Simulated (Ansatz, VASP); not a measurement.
# In in two plane-wave programs, part 2 of 2

Wanted: the spread between two codes on one cell, functional and k mesh. The cell is taken from a series of runs on this material, whose earlier steps may have relaxed, scaled, displaced or heated it; both programs get it as it stands.

VASP 6.6.1 and Ansatz 0.2.0.

So far: Set-up; Ansatz: elastic constants, PBEsol.

### Step 3. VASP: elastic constants, PBEsol

Level of this step: PBEsol; plane waves and PAW (In_d) (VASP).

The same cell, functional, mesh and smearing now go to VASP, with its own data sets.

Lines of VASP's logs that name or quote its potential files are left out, and so is its time.

The input, INCAR:

```
SYSTEM = In
PREC = Accurate
ENCUT = 500
EDIFF = 1E-08
NELM = 120
ISMEAR = -1
SIGMA = 0.15
LREAL = .FALSE.
ALGO = Normal
GGA = PS
NBANDS = 12
LORBIT = 11
LWAVE = .FALSE.
LCHARG = .FALSE.
ISIF = 3
IBRION = 6
NFREE = 2
POTIM = 0.015
NSW = 1
LASPH = .TRUE.
GGA_COMPAT = .FALSE.
KPAR = 2
```

The input, POSCAR:

```
In
1.0
   -1.6193412680      1.6193412680      2.4413501970
    1.6193412680     -1.6193412680      2.4413501970
    1.6193412680      1.6193412680     -2.4413501970
In
1
Direct
    0.0000000000      0.0000000000      0.0000000000
```

The input, KPOINTS:

```
Automatic mesh
0
Gamma
22 22 22
0 0 0
```

PAW data sets: In_d (PBE family, release 64).

Started as:

```bash
$ mpirun -np 2 vasp_std
```

Numbers of over 12 decimals in the logs are rounded to 6 here.

What it wrote:

```text
[banner, memory and clock lines left out]
running    2 mpi-ranks, on    1 nodes
 distrk:  each k-point on    1 cores,    2 groups
 distr:  one band on    1 cores,    1 groups

 POSCAR found type information on POSCAR In
 POSCAR found :  1 types and       1 ions
|                                                                             |
|               ----> ADVICE to this user running VASP <----                  |
|                                                                             |
|     You enforced a specific xc type in the INCAR file but a different       |
|     [... a line on the potential file left out ...]
|     I HOPE YOU KNOW WHAT YOU ARE DOING!                                     |
|                                                                             |

 LDA part: xc-table for (Slater+PW92), standard interpolation
 POSCAR, INCAR and KPOINTS ok, starting setup
 FFT: planning ... GRIDC
 FFT: planning ... GRID_SOFT
 FFT: planning ... GRID
 WAVECAR not read
 entering main loop
       N       E                     dE             d eps       ncg     rms          rms(c)
DAV:   1     0.765173386065E+02    0.76517E+02   -0.61113E+03 20356   0.134E+03
DAV:   2     0.604971503624E+00   -0.75912E+02   -0.73886E+02 20972   0.285E+02
DAV:   3    -0.296272005543E+01   -0.35677E+01   -0.35561E+01 23996   0.633E+01
DAV:   4    -0.304211468025E+01   -0.79395E-01   -0.79372E-01 25324   0.928E+00
DAV:   5    -0.304560586273E+01   -0.34912E-02   -0.34911E-02 27768   0.175E+00    0.238E+00
DAV:   6    -0.300845359810E+01    0.37152E-01   -0.59780E-02 25388   0.508E+00    0.114E+00
DAV:   7    -0.300149663608E+01    0.69570E-02   -0.15728E-02 26612   0.240E+00    0.290E-01
DAV:   8    -0.300083576231E+01    0.66087E-03   -0.90085E-04 26228   0.513E-01    0.255E-02
DAV:   9    -0.300083801253E+01   -0.22502E-05   -0.11604E-05 30548   0.432E-02    0.158E-02
DAV:  10    -0.300083872373E+01   -0.71120E-06   -0.90595E-07 24136   0.115E-02    0.653E-04
DAV:  11    -0.300083874803E+01   -0.24304E-07   -0.23415E-08 20420   0.249E-03    0.396E-04
DAV:  12    -0.300083870788E+01    0.40148E-07   -0.52160E-09 15000   0.120E-03    0.408E-05
DAV:  13    -0.300083871283E+01   -0.49415E-08   -0.16820E-09 13192   0.689E-04
   1 F= -.30008387E+01 E0= -.29843899E+01  d E =-.328977E-01
[... from here on, the cycles between the ionic steps are left out ...]
   2 F= -.29997516E+01 E0= -.29830318E+01  d E =-.334396E-01
   3 F= -.29997657E+01 E0= -.29835411E+01  d E =-.324492E-01
   9 F= -.30007644E+01 E0= -.29842525E+01  d E =-.330238E-01
  10 F= -.30006889E+01 E0= -.29842357E+01  d E =-.329064E-01
  11 F= -.30006890E+01 E0= -.29842358E+01  d E =-.329064E-01
  12 F= -.30006890E+01 E0= -.29842365E+01  d E =-.329050E-01
  13 F= -.30006891E+01 E0= -.29842366E+01  d E =-.329050E-01
  14 F= -.30008363E+01 E0= -.29843875E+01  d E =-.328977E-01
  15 F= -.30008363E+01 E0= -.29843875E+01  d E =-.328977E-01
  16 F= -.30008352E+01 E0= -.29843864E+01  d E =-.328977E-01
 Finite differences progress:
  Degree of freedom:   8/  8
  Displacement:        1/  2
  Total:              15/ 16
 bond charge predicted
       N       E                     dE             d eps       ncg     rms          rms(c)
DAV:   1    -0.299085026220E+01    0.99850E-02   -0.46229E+00 23588   0.152E+01    0.762E-02
DAV:   2    -0.300073578862E+01   -0.98855E-02   -0.10003E-01 24440   0.336E+00    0.444E-02
DAV:   3    -0.300085445043E+01   -0.11866E-03   -0.15235E-03 25664   0.339E-01    0.284E-02
DAV:   4    -0.300084149865E+01    0.12952E-04   -0.20380E-04 26136   0.241E-01    0.168E-02
DAV:   5    -0.300083757720E+01    0.39215E-05   -0.96015E-06 25780   0.493E-02    0.106E-02
DAV:   6    -0.300083516762E+01    0.24096E-05   -0.87682E-06 25620   0.606E-02    0.111E-03
DAV:   7    -0.300083524609E+01   -0.78474E-07   -0.35688E-07 26680   0.105E-02    0.465E-04
DAV:   8    -0.300083523448E+01    0.11614E-07   -0.80300E-09 15036   0.141E-03    0.722E-05
DAV:   9    -0.300083523164E+01    0.28365E-08   -0.26898E-09 11616   0.572E-04
  17 F= -.30008352E+01 E0= -.29843864E+01  d E =-.328977E-01
 Finite differences progress:
  Degree of freedom:   8/  8
  Displacement:        2/  2
  Total:              16/ 16
```

From OUTCAR (step 3):

```text
ion  position               nearest neighbor table
   1  0.000  0.000  0.000-

  LATTYP: Found a body centered tetragonal cell.
 ALAT       =     3.2386825360
 C/A-ratio  =     1.5076193297

 Subroutine GETGRP returns: Found 16 space group operations
 (whereof 16 operations were pure point group operations)

The static configuration has the point symmetry D_4h.

 Found    834 irreducible k-points:

   k-points           NKPTS =    834   k-points in BZ     NKDIM =    834   number of bands    NBANDS=     12

   dimension x,y,z NGX =    24 NGY =   24 NGZ =   24
   dimension x,y,z NGXF=    48 NGYF=   48 NGZF=   48

   ENCUT  =  500.0 eV  36.75 Ry    6.06 a.u.   6.10  6.10  6.10*2*pi/ulx,y,z

   NELECT =      13.0000    total number of electrons

 k-points in reciprocal lattice and weights: Automatic mesh
   0.00000000  0.00000000  0.00000000       0.000
   0.04545455  0.00000000 -0.00000000       0.001
   0.09090909  0.00000000 -0.00000000       0.001
   0.13636364  0.00000000 -0.00000000       0.001
   0.18181818  0.00000000 -0.00000000       0.001
   0.22727273  0.00000000 -0.00000000       0.001
   0.27272727  0.00000000 -0.00000000       0.001
   0.31818182  0.00000000 -0.00000000       0.001
   0.36363636  0.00000000 -0.00000000       0.001
[...]
-0.45454545 -0.45454545  0.45454545       0.000
   0.50000000  0.50000000  0.50000000       0.000

 average (electrostatic) potential at core
       1 -93.4409

 E-fermi :   7.5997

 k-point     1 :       0.0000    0.0000    0.0000
  band No.  band energies     occupation
    ...
      2      -6.9340      2.00000
      3      -6.9340      2.00000
      4      -6.8329      2.00000
      5      -6.7373      2.00000
      6      -2.1145      2.00000
      7      18.3102      0.00000
      8      18.3102      0.00000
      9      18.4717      0.00000
     10      19.2169      0.00000
     11      21.7451      0.00000
    ...

 k-point     2 :       0.0455    0.0000   -0.0000
  band No.  band energies     occupation
    ...
      2      -6.9340      2.00000
      3      -6.9304      2.00000
      4      -6.8325      2.00000
      5      -6.7387      2.00000
      6      -2.0685      2.00000
      7      17.6881      0.00000
      8      18.2456      0.00000
      9      18.3068      0.00000
     10      19.1079      0.00000
     11      21.9373      0.00000
    ...

 k-point     3 :       0.0909    0.0000   -0.0000
  band No.  band energies     occupation
    ...
      2      -6.9344      2.00000
      3      -6.9202      2.00000
      4      -6.8303      2.00000
      5      -6.7422      2.00000
      6      -1.9300      2.00000
      7      16.2710      0.00000
      8      17.9915      0.00000
      9      18.0777      0.00000
     10      19.0536      0.00000
     11      22.2568      0.00000
    ...

  Total       -0.0045328     -0.0045328     -0.0053676      0.0000000      0.0000000      0.0000000
  in kB       -0.2836052     -0.2836052     -0.3358342      0.0000000      0.0000000      0.0000000
  external PRESSURE =      -0.3010149 kB  Pullay stress =       0.0000000 kB

  energy-cutoff  :      500.00
  volume of cell :       25.61
      direct lattice vectors                 reciprocal lattice vectors
    -1.619341268  1.619341268  2.441350197     0.000000000  0.308767528  0.204804702
     1.619341268 -1.619341268  2.441350197     0.308767528  0.000000000  0.204804702
     1.619341268  1.619341268 -2.441350197     0.308767528  0.308767528  0.000000000

 POSITION                                       TOTAL-FORCE (eV/Angst)
 -----------------------------------------------------------------------------------
      0.00000      0.00000     -0.01500         0.000000      0.000000     -0.000000
 -----------------------------------------------------------------------------------
    total drift:                               -0.000001     -0.000001     -0.000083

  FREE ENERGIE OF THE ION-ELECTRON SYSTEM (eV)
  ---------------------------------------------------
  free  energy   TOTEN  =        -3.0008352316 eV

  energy  without entropy=       -2.9679375255  energy(sigma->0) =       -2.98438638

  SYMMETRIZED ELASTIC MODULI (kBar)
 Direction    XX          YY          ZZ          XY          YZ          ZX
 --------------------------------------------------------------------------------
 XX         600.6317    293.9415    427.7314      0.0000      0.0000     -0.0000
 YY         293.9415    600.6317    427.7314      0.0000      0.0000      0.0000
 ZZ         427.7314    427.7314    465.8505      0.0000      0.0000     -0.0000
 XY           0.0000      0.0000      0.0000     40.9466      0.0000      0.0000
 YZ           0.0000      0.0000      0.0000      0.0000     82.8158      0.0000
 ZX          -0.0000      0.0000     -0.0000      0.0000      0.0000     82.8158
 --------------------------------------------------------------------------------

 Eigenvectors and eigenvalues of the dynamical matrix
 ----------------------------------------------------

   1 f  =    0.000000 THz     0.000000 2PiTHz    0.000000 cm-1     0.000000 meV
             X         Y         Z           dx          dy          dz
      0.000000  0.000000  0.000000     1.000000    0.000000    0.000000

   2 f  =    0.000000 THz     0.000000 2PiTHz    0.000000 cm-1     0.000000 meV
             X         Y         Z           dx          dy          dz
      0.000000  0.000000  0.000000     0.000000    1.000000    0.000000

   3 f  =    0.000000 THz     0.000000 2PiTHz    0.000000 cm-1     0.000000 meV
             X         Y         Z           dx          dy          dz
      0.000000  0.000000  0.000000     0.000000    0.000000    1.000000

 ELASTIC MODULI CONTR FROM IONIC RELAXATION (kBar)
 Direction    XX          YY          ZZ          XY          YZ          ZX
 --------------------------------------------------------------------------------
 XX           0.0000      0.0000      0.0000      0.0000      0.0000      0.0000
 YY           0.0000      0.0000      0.0000      0.0000      0.0000      0.0000
 ZZ           0.0000      0.0000      0.0000      0.0000      0.0000      0.0000
 XY           0.0000      0.0000      0.0000      0.0000      0.0000      0.0000
 YZ           0.0000      0.0000      0.0000      0.0000      0.0000      0.0000
 ZX           0.0000      0.0000      0.0000      0.0000      0.0000      0.0000
 --------------------------------------------------------------------------------

 TOTAL ELASTIC MODULI (kBar)
 Direction    XX          YY          ZZ          XY          YZ          ZX
 --------------------------------------------------------------------------------
 XX         600.6317    293.9415    427.7314      0.0000      0.0000     -0.0000
 YY         293.9415    600.6317    427.7314      0.0000      0.0000      0.0000
 ZZ         427.7314    427.7314    465.8505      0.0000      0.0000     -0.0000
 XY           0.0000      0.0000      0.0000     40.9466      0.0000      0.0000
 YZ           0.0000      0.0000      0.0000      0.0000     82.8158      0.0000
 ZX          -0.0000      0.0000     -0.0000      0.0000      0.0000     82.8158
 --------------------------------------------------------------------------------

 total charge
# of ion       s       p       d       tot
------------------------------------------
    1        0.993   0.505   9.851  11.350

[... 3 further parts left out ...]
```

Levels, forces or a CONTCAR printed for this step are those of its last displaced cell, not of the structure at rest.

### Step 4. Comparison

Known differences besides the potentials themselves: the cutoff is 320 eV in Ansatz and 500 eV in VASP; Ansatz makes its cores anew for this functional, VASP keeps those of its PBE data sets; VASP takes each elastic constant from one size of strain, Ansatz from those that its log lists; Ansatz's log warns that its cutoff lies below the recommended one. Total energies have different zeros and are not compared.

The two programs side by side:

```
 quantity  Ansatz  VASP  difference
C11 (GPa)    59.6  60.1     -0.73 %
C22 (GPa)    59.6  60.1     -0.73 %
C33 (GPa)    46.8  46.6     +0.40 %
C12 (GPa)    29.5  29.4     +0.24 %
C13 (GPa)    43.0  42.8     +0.44 %
C23 (GPa)    43.0  42.8     +0.44 %
C44 (GPa)     8.4   8.3     +0.93 %
C55 (GPa)     8.4   8.3     +0.93 %
C66 (GPa)     4.2   4.1     +2.79 %
```

### Step 5. Results

* difference in C66 (elastic constants, PBEsol): 2.8 %

The difference in C66 is 2.8 % (elastic constants, PBEsol), within the 5 % picked in this series as the mark of a large difference. How closely two codes agree says nothing of how well the functional describes the real material.

[Lines on the potential files, build, host, timing and source positions are cut from VASP's logs without a mark.]

[Logs are printed without paths, hosts, clocks, repeated set-up lines and the standing remarks that a program may print on its own settings, such as how far it seeks lower states.]

[Hosts, paths, dates, database ids (printed as entryN), source tags and the programs' standing remarks are cut or masked in the printed files.]
